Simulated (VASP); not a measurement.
OSZICAR of a VASP run on CoSi₂ (fluorite):

File OSZICAR:
```
       N       E                     dE             d eps       ncg     rms          rms(c)
DAV:   1     0.559727199086E+02    0.55973E+02   -0.72563E+03  1344   0.140E+03
DAV:   2    -0.379347273034E+02   -0.93907E+02   -0.87434E+02  1360   0.272E+02
DAV:   3    -0.423401850677E+02   -0.44055E+01   -0.42537E+01  1700   0.691E+01
DAV:   4    -0.424411432856E+02   -0.10096E+00   -0.10088E+00  1584   0.990E+00
DAV:   5    -0.424443458295E+02   -0.32025E-02   -0.32087E-02  1812   0.188E+00    0.166E+01
DAV:   6    -0.442814853364E+02   -0.18371E+01   -0.49231E+01  1584   0.158E+02    0.190E+01
DAV:   7    -0.384473115826E+02    0.58342E+01   -0.17750E+01  1736   0.111E+02    0.434E+00
DAV:   8    -0.385568342178E+02   -0.10952E+00   -0.19748E+00  2048   0.205E+01    0.322E+00
DAV:   9    -0.385013067010E+02    0.55528E-01   -0.50194E-01  1612   0.134E+01    0.572E-01
DAV:  10    -0.384876441080E+02    0.13663E-01   -0.13651E-01  1364   0.575E+00    0.465E-01
DAV:  11    -0.384979516197E+02   -0.10308E-01   -0.72165E-02  1368   0.423E+00    0.140E-01
DAV:  12    -0.384935325578E+02    0.44191E-02   -0.19181E-02  1372   0.184E+00    0.741E-02
DAV:  13    -0.384932909754E+02    0.24158E-03   -0.16191E-03  1528   0.510E-01    0.607E-02
DAV:  14    -0.384931090943E+02    0.18188E-03   -0.83892E-04  1420   0.502E-01    0.147E-02
DAV:  15    -0.384931182405E+02   -0.91462E-05   -0.22220E-04  1452   0.236E-01    0.784E-03
DAV:  16    -0.384931175496E+02    0.69086E-06   -0.57512E-05  1436   0.124E-01    0.491E-03
DAV:  17    -0.384931140083E+02    0.35414E-05   -0.61011E-06  1532   0.404E-02    0.160E-03
DAV:  18    -0.384931138873E+02    0.12092E-06   -0.53409E-07  1596   0.116E-02    0.622E-04
DAV:  19    -0.384931150159E+02   -0.11285E-05   -0.23609E-07  1052   0.849E-03    0.909E-04
DAV:  20    -0.384931148768E+02    0.13905E-06   -0.33221E-08   792   0.388E-03    0.376E-04
DAV:  21    -0.384931147842E+02    0.92669E-07   -0.92120E-09   760   0.134E-03
   1 F= -.38493115E+02 E0= -.38493115E+02  d E =0.000000E+00
       N       E                     dE             ncg
       N       E                     dE             ncg
```

**Question.** Which electronic solver shows in the log?

**Answer.** It is blocked Davidson (ALGO = Normal, or the opening steps of other solvers). The INCAR had ALGO = Normal.

**Question.** How was spin treated?

**Answer.** Without spin polarisation: there is no mag entry.

**Question.** Can the final energy be trusted as converged?

**Answer.** Self-consistency was reached. It stopped with EDIFF = 1E-7, NELM = 100 (SCAN meta-GGA, plane waves, VASP's PBE PAW potentials (set 64)).

The compound is CoSi2 in the fluorite structure. It was relaxed first. The run is not spin-polarised, so no magnetic state was tried. The electron count is odd and the run is not spin-polarised, which forces a metal.
